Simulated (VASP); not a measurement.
OSZICAR of a VASP run on Fe (bcc):

File OSZICAR:
```
       N       E                     dE             d eps       ncg     rms          rms(c)
DAV:   1     0.994697646043E+01    0.99470E+01   -0.42206E+03  8321   0.113E+03
DAV:   2    -0.151535982601E+02   -0.25101E+02   -0.23368E+02  7999   0.135E+02
DAV:   3    -0.154863075056E+02   -0.33271E+00   -0.33163E+00  8722   0.215E+01
DAV:   4    -0.154881585406E+02   -0.18510E-02   -0.18509E-02  8578   0.147E+00
DAV:   5    -0.154881784743E+02   -0.19934E-04   -0.19933E-04  8589   0.141E-01    0.139E+01
DAV:   6    -0.139548661030E+02    0.15333E+01   -0.17445E+01  8392   0.686E+01    0.641E+00
DAV:   7    -0.142195913280E+02   -0.26473E+00   -0.23410E+00  9753   0.216E+01    0.492E+00
DAV:   8    -0.142076406840E+02    0.11951E-01   -0.56230E-02  9368   0.297E+00    0.219E+00
DAV:   9    -0.142016080358E+02    0.60326E-02   -0.76125E-02  9354   0.391E+00    0.624E-01
DAV:  10    -0.142015381421E+02    0.69894E-04   -0.36385E-03  8121   0.887E-01    0.182E-01
DAV:  11    -0.142015808364E+02   -0.42694E-04   -0.16489E-03  8888   0.617E-01    0.122E-01
DAV:  12    -0.142015710367E+02    0.97997E-05   -0.39479E-04  8399   0.296E-01    0.585E-02
DAV:  13    -0.142015572453E+02    0.13791E-04   -0.60160E-05  9303   0.129E-01    0.252E-02
DAV:  14    -0.142015561484E+02    0.10969E-05   -0.74402E-05  9282   0.131E-01    0.109E-02
DAV:  15    -0.142015548388E+02    0.13096E-05   -0.45898E-07  4511   0.974E-03    0.417E-03
DAV:  16    -0.142015547611E+02    0.77691E-07   -0.33486E-07  3998   0.898E-03
   1 F= -.11363302E+02 E0= -.11363228E+02  d E =-.113633E+02  mag=     2.2466
       N       E                     dE             d eps       ncg     rms          rms(c)
DAV:   1    -0.148312052353E+02   -0.62965E+00   -0.28746E+01  8268   0.959E+01    0.123E+01
DAV:   2    -0.136902556050E+02    0.11409E+01   -0.61556E+00  8520   0.433E+01    0.838E+00
DAV:   3    -0.137531845119E+02   -0.62929E-01   -0.10304E-01  8187   0.459E+00    0.434E+00
DAV:   4    -0.137395614271E+02    0.13623E-01   -0.11821E-02  9440   0.100E+00    0.716E-01
DAV:   5    -0.137300057916E+02    0.95556E-02   -0.22231E-02  9393   0.133E+00    0.201E-01
DAV:   6    -0.137304690531E+02   -0.46326E-03   -0.32468E-03  8796   0.919E-01    0.812E-02
DAV:   7    -0.137305532359E+02   -0.84183E-04   -0.26320E-04  8365   0.213E-01    0.558E-02
DAV:   8    -0.137305447031E+02    0.85328E-05   -0.11018E-05  8178   0.445E-02    0.314E-02
DAV:   9    -0.137305385116E+02    0.61914E-05   -0.30871E-06  6316   0.200E-02    0.886E-03
DAV:  10    -0.137305380422E+02    0.46940E-06   -0.17364E-06  5547   0.196E-02
   2 F= -.11260429E+02 E0= -.11260413E+02  d E =0.102873E+00  mag=     2.0256
       N       E                     dE             d eps       ncg     rms          rms(c)
DAV:   1    -0.147441235899E+02   -0.10136E+01   -0.16773E+01  8213   0.794E+01    0.850E+00
DAV:   2    -0.141172595953E+02    0.62686E+00   -0.54054E+00  8667   0.359E+01    0.797E+00
DAV:   3    -0.141263797545E+02   -0.91202E-02   -0.20069E-01  8958   0.727E+00    0.316E+00
DAV:   4    -0.141195485407E+02    0.68312E-02   -0.86281E-03  8177   0.155E+00    0.903E-01
DAV:   5    -0.141137456115E+02    0.58029E-02   -0.11598E-02  8187   0.144E+00    0.151E-01
DAV:   6    -0.141140444444E+02   -0.29883E-03   -0.69981E-04  8003   0.330E-01    0.583E-02
DAV:   7    -0.141140782993E+02   -0.33855E-04   -0.18448E-04  8137   0.182E-01    0.508E-02
DAV:   8    -0.141140931238E+02   -0.14825E-04   -0.17595E-05  9270   0.624E-02    0.159E-02
DAV:   9    -0.141140975838E+02   -0.44601E-05   -0.41135E-06  7717   0.288E-02    0.412E-03
DAV:  10    -0.141140972921E+02    0.29171E-06   -0.14503E-07  3989   0.553E-03
   3 F= -.11383683E+02 E0= -.11383668E+02  d E =-.203810E-01  mag=     2.1843
       N       E                     dE             d eps       ncg     rms          rms(c)
DAV:   1    -0.141066782157E+02    0.74194E-02   -0.14381E-02  8244   0.223E+00    0.241E-01
DAV:   2    -0.141061435835E+02    0.53463E-03   -0.40024E-03  8581   0.102E+00    0.211E-01
DAV:   3    -0.141061463598E+02   -0.27763E-05   -0.11431E-04  8366   0.170E-01    0.970E-02
DAV:   4    -0.141061411364E+02    0.52235E-05   -0.53681E-06  8069   0.322E-02    0.217E-02
DAV:   5    -0.141061366412E+02    0.44952E-05   -0.10249E-05  8741   0.303E-02    0.370E-03
DAV:   6    -0.141061364620E+02    0.17919E-06   -0.60147E-07  5012   0.111E-02
   4 F= -.11383820E+02 E0= -.11383823E+02  d E =-.205180E-01  mag=     2.1825
```

Task: Which electronic solver shows in the log?

Result: It is blocked Davidson (ALGO = Normal, or the opening steps of other solvers). The INCAR had ALGO = Normal.

Task: How was spin treated?

Result: Collinear spin (ISPIN = 2): the summary line carries one mag value, 2.18 μB in the cell.

Task: Can the final energy be trusted as converged?

Result: The run converged. It stopped with EDIFF = 1E-6, NELM = 100, NSW = 40 and EDIFFG = -0.02 after 4 ionic steps (r2SCAN meta-GGA, plane waves, VASP's PBE PAW potentials (set 64)). Energy and stress use the plane-wave basis of the starting cell.

The compound is Fe in the bcc structure. This run relaxes it under an external pressure of 45 GPa. Symmetry was kept, so distortions that lower it aren't found.
